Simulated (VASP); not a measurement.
**Si48H16CF4: single point with PBE+D3(BJ)**

Si48H16CF4, a slab with vacuum:

```
CELL_PARAMETERS angstrom
7.68059 7.68059 0.00000
-7.68059 7.68059 0.00000
0.00000 0.00000 23.42765
ATOMIC_POSITIONS crystal
Si 0.69847 0.29870 0.40725
Si 0.81852 0.68015 0.41088
Si 0.05851 0.94485 0.40960
Si 0.30705 0.19219 0.43031
Si 0.96595 0.53639 0.44083
Si 0.21037 0.79099 0.42243
Si 0.46304 0.03334 0.44483
Si 0.55069 0.44604 0.41842
Si 0.87984 0.39050 0.37669
Si 0.87637 0.87189 0.37465
Si 0.13597 0.12619 0.37497
Si 0.37533 0.36535 0.37714
Si 0.11239 0.62470 0.37737
Si 0.37654 0.89158 0.37845
Si 0.60546 0.11753 0.37860
Si 0.62639 0.62071 0.37576
Si 0.00054 0.25241 0.32269
Si 0.00463 0.74889 0.31272
Si 0.25213 0.99782 0.31356
Si 0.49908 0.24964 0.31494
Si 0.24796 0.49942 0.32417
Si 0.49770 0.75470 0.32377
Si 0.74460 0.00211 0.32245
Si 0.75076 0.49910 0.31323
Si 0.87328 0.12672 0.26442
Si 0.87610 0.62555 0.25727
Si 0.12546 0.87708 0.25692
Si 0.37532 0.12453 0.25742
Si 0.12600 0.37513 0.26311
Si 0.37391 0.62593 0.26510
Si 0.62476 0.87383 0.26304
Si 0.62212 0.37544 0.25828
Si 0.75009 0.24977 0.20295
Si 0.74860 0.75146 0.20230
Si 0.99671 0.00337 0.20288
Si 0.24888 0.25139 0.20238
Si 0.00236 0.49827 0.20222
Si 0.25164 0.74841 0.20271
Si 0.50161 0.99775 0.20218
Si 0.49680 0.50303 0.20313
Si 0.87500 0.37500 0.14551
Si 0.87500 0.87500 0.14551
Si 0.12500 0.12500 0.14551
Si 0.37500 0.37500 0.14551
Si 0.12500 0.62500 0.14551
Si 0.37500 0.87500 0.14551
Si 0.62500 0.12500 0.14551
Si 0.62500 0.62500 0.14551
H 0.95163 0.29837 0.10671
H 0.79837 0.45163 0.10671
H 0.95163 0.79837 0.10671
H 0.79837 0.95163 0.10671
H 0.20163 0.04837 0.10671
H 0.04837 0.20163 0.10671
H 0.45163 0.29837 0.10671
H 0.29837 0.45163 0.10671
H 0.20163 0.54837 0.10671
H 0.04837 0.70163 0.10671
H 0.45163 0.79837 0.10671
H 0.29837 0.95163 0.10671
H 0.70163 0.04837 0.10671
H 0.54837 0.20163 0.10671
H 0.70163 0.54837 0.10671
H 0.54837 0.70163 0.10671
C 0.24135 0.75666 0.50316
F 0.32618 0.66278 0.50829
F 0.28838 0.85544 0.53223
F 0.13844 0.71968 0.53252
F 0.25502 0.23762 0.49262
```

The cell was built by a generator and needn't be a form met in nature.

```
Program                : VASP 6.6.1
Task                   : single point
Functional             : PBE
Dispersion             : D3(BJ)
Potentials or basis    : VASP PAW PBE potentials, release 64 (Si, H, C, F)
Cutoff                 : 520 eV
k mesh                 : 1 × 1 × 1
Occupations            : gaussian, width 0.05 eV
Spin                   : no spin polarisation
Further INCAR settings : LREAL = Auto; ALGO = Fast; EDIFF = 1e-07; NBANDS = 160; ISYM = 0
```

The largest force is 0.316 eV/Å and the band gap on the k mesh is 0.45 eV, direct. The dispersion energy per atom is -0.186 eV.

Forces in eV/Å, atoms in the order of the input:
```
Si  -0.005 -0.005 -0.011
Si   0.021 -0.004 -0.005
Si   0.004  0.006 -0.020
Si   0.009 -0.003 -0.019
Si   0.015 -0.007 -0.012
Si   0.009  0.001  0.007
Si   0.006 -0.002  0.008
Si   0.004  0.003 -0.010
Si   0.001 -0.001  0.003
Si   0.003 -0.005 -0.002
Si  -0.009  0.005  0.001
Si  -0.003  0.000  0.002
Si   0.001  0.003 -0.003
Si   0.009 -0.004 -0.005
Si  -0.004 -0.006  0.004
Si  -0.013  0.006  0.000
Si  -0.001  0.006 -0.005
Si  -0.003 -0.005 -0.001
Si   0.006  0.008 -0.003
Si   0.008 -0.005 -0.006
Si   0.008 -0.002 -0.003
Si   0.000 -0.002 -0.009
Si  -0.010 -0.006  0.001
Si   0.005  0.000  0.004
Si   0.005 -0.010 -0.004
Si   0.005  0.004 -0.003
Si  -0.009  0.003  0.007
Si   0.002  0.007 -0.001
Si   0.000  0.010 -0.012
Si   0.008  0.000 -0.001
Si  -0.006  0.004 -0.012
Si  -0.007 -0.004  0.001
Si  -0.004  0.001  0.011
Si   0.014  0.001 -0.002
Si   0.005  0.003  0.000
Si   0.009 -0.003  0.001
Si   0.006 -0.001 -0.003
Si  -0.004 -0.001  0.000
Si  -0.004  0.000 -0.006
Si  -0.001 -0.005  0.000
Si   0.201 -0.012 -0.047
Si  -0.276  0.019 -0.069
Si  -0.287  0.009 -0.059
Si  -0.270  0.037 -0.065
Si   0.263  0.046 -0.129
Si   0.279 -0.039 -0.143
Si   0.223 -0.003 -0.068
Si  -0.245 -0.049 -0.041
H   -0.269 -0.022  0.016
H    0.259  0.006  0.072
H   -0.250  0.027  0.094
H    0.265 -0.001  0.008
H   -0.253 -0.032  0.092
H    0.274  0.007  0.003
H   -0.253  0.032  0.085
H    0.296 -0.018  0.006
H   -0.295  0.025  0.003
H    0.260  0.005  0.074
H   -0.291 -0.023 -0.005
H    0.261 -0.006  0.074
H   -0.266  0.020  0.006
H    0.258 -0.008  0.074
H   -0.251 -0.028  0.088
H    0.283  0.019  0.016
C   -0.017 -0.013 -0.029
F    0.031  0.006  0.019
F   -0.009  0.030  0.029
F   -0.005 -0.023 -0.009
F    0.005 -0.003  0.016
```

Levels at points of the mesh, in eV from the valence-band top:
| k point | band 117 | band 118 | band 119 | band 120 | band 121 | band 122 | band 123 | band 124 |
| --- | --- | --- | --- | --- | --- | --- | --- | --- |
| (0.00, 0.00, 0.00) | -0.49 | -0.41 | -0.08 | 0.00 | 0.45 | 0.63 | 1.05 | 1.13 |

It took 86 s on 8 MPI ranks on AMD EPYC 9R45 96-Core Processor (Zen 5), with other jobs on the host, peak memory 0.48 GiB a rank.

PBE gaps usually lie below the measured ones, often by a third to a half.
